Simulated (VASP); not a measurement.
Input:

```xyz
6
Lattice="4.2835 0.0000 0.0000 0.0000 4.2835 0.0000 0.0000 0.0000 2.8414" Properties=species:S:1:pos:R:3 pbc="T T T"
Cr     0.0000     0.0000     0.0000
Cr     2.1418     2.1418     1.4207
O      1.2935     1.2935     0.0000
O      3.4353     0.8483     1.4207
O      0.8483     3.4353     1.4207
O      2.9900     2.9900     0.0000
```
Starting moments (μB, in the order of the record's atoms Cr Cr O O O O): 2.1 2.1 -0.1 -0.1 -0.1 -0.1.

Computed with PBEsol GGA, VASP's PBE PAW potentials (set 64) (plane waves; VASP). Numerical set-up: 620 eV cut-off, 7×7×11 Γ-centred mesh, first-order Methfessel-Paxton smearing of 0.10 eV, potentials Cr_pv O.

What does the run give for the cell moment, energy per atom (σ→0), pressure, band gap (on the k-mesh) with the smallest direct gap where there is one?

```yaml
band gap (on the k-mesh): none (metal, semimetal or under 0.01 eV)
cell_moment: 4.00 μB
energy per atom (σ→0): -8.804 eV/atom
pressure: 20.09 GPa
```

Give the moment on each site (PAW-sphere projection).

```csv
site,moment (μB)
Cr1,2.02
Cr2,2.02
O3,-0.04
O4,-0.04
O5,-0.04
O6,-0.04
```

Total energies compare only between runs with the same potentials, cut-off and functional.

The compound is CrO2 in the rutile structure. It was relaxed first under an external pressure of 20 GPa.
